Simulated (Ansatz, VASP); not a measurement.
Two plane-wave programs on SiAs3

```
CELL_PARAMETERS angstrom
-2.10195 2.10195 4.25453
2.10195 -2.10195 4.25453
2.10195 2.10195 -4.25453
ATOMIC_POSITIONS crystal
Si 0.00000 0.00000 0.00000
As 0.75000 0.25000 0.50000
As 0.25000 0.75000 0.50000
As 0.50000 0.50000 0.00000
```

Change from the starting cell: species swapped into the AgAu3 type (I4/mmm, No. 139).

Alike in both runs: task single point; functional PBE; k mesh 6 × 6 × 6; occupations gaussian, width 0.1 eV; no spin polarisation.

```csv
,VASP,Ansatz
version,VASP 6.6.1,Ansatz 0.2.0
potentials or method,"VASP PAW PBE potentials, release 64 (Si, As)","scalar-relativistic, plane waves, PAW"
plane-wave cutoff (eV),520,420
valence electrons in the cell,19,49
```

```csv
,VASP,Ansatz,Ansatz less VASP
gap on the k mesh at the Fermi level (eV),none,none,-
pressure (GPa),-1.3,-1.3,-0.06
largest component of the traceless stress (GPa),1.02,1.02,-0.004
```

A gap of «none» marks a metal or a gap that the smearing closes. The two sets of potentials don't hold the same shells in valence.
